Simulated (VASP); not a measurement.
Here is the system:

```
Al2Au
1.0
    0.00000     2.93352     2.93352
    2.93352     0.00000     2.93352
    2.93352     2.93352     0.00000
Al Au
2 1
Direct
  0.25000   0.25000   0.25000
  0.75000   0.75000   0.75000
  0.00000   0.00000   0.00000
```

Level of theory: PBE GGA with D4 dispersion, VASP's PBE PAW potentials (set 64) (plane waves; VASP 6.6.1). Numerical set-up: 520 eV cut-off, 9×9×9 Γ-centred mesh, first-order Methfessel-Paxton smearing of 0.10 eV, potentials Al Au.

Give the stress tensor in GPa (positive for a compressed cell).

```
8.52  0.00  0.00
0.00  8.52  0.00
0.00  0.00  8.52
```
The pressure is its mean diagonal, 8.52 GPa.

The compound is AuAl2 in the fluorite structure. This cell is one point of a volume scan, at 0.94 of the reference volume. The electron count is odd and the run is not spin-polarised, which forces a metal.
